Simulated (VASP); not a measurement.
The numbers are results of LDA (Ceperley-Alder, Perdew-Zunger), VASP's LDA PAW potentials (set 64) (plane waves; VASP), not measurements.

The input files of a VASP run:

### POSCAR
```
CsI
8.8168590
  0.4999999744   0.0000000000   0.0000000000
  0.0000000000   0.4999999744   0.0000000000
  0.0000000000   0.0000000000   0.4999999744
Cs I
1 1
direct
  0.0000000000   0.0000000000   0.0000000000
  0.5000000000   0.5000000000   0.5000000000
```

INCAR:
```
# general
SYSTEM =CsI
PREC   =Accurate
ENCUT  =400
LREAL  =F
LASPH  =T

# electronic loop
EDIFF  =1E-7
NELM   =100
ALGO   =Normal
LMAXMIX=4

# smearing
ISMEAR =-5

# ions
ISIF   =2

# output
LWAVE  =F
LCHARG =T
LORBIT =11
NEDOS  =601
```

### KPOINTS
```
Automatic mesh
0
Gamma
7 7 7
0 0 0
```

POTCAR, in this order: Cs_sv I (LDA.64 set). Program: vasp_std.

Q: What will the output report for the number of irreducible k-points (NKPTS), number of bands (NBANDS), largest plane-wave count, number of space-group operations, FFT grid (NGX, NGY, NGZ)?

A: 
```json
{
 "number of irreducible k-points (NKPTS)": "20",
 "number of bands (NBANDS)": "12",
 "largest_plane_wave_count": "1571",
 "number_of_space_group_operations": "48",
 "FFT grid (NGX, NGY, NGZ)": "30 × 30 × 30"
}
```

The compound is CsI in the CsCl type structure. It was relaxed first, which changed the volume by -10 %.
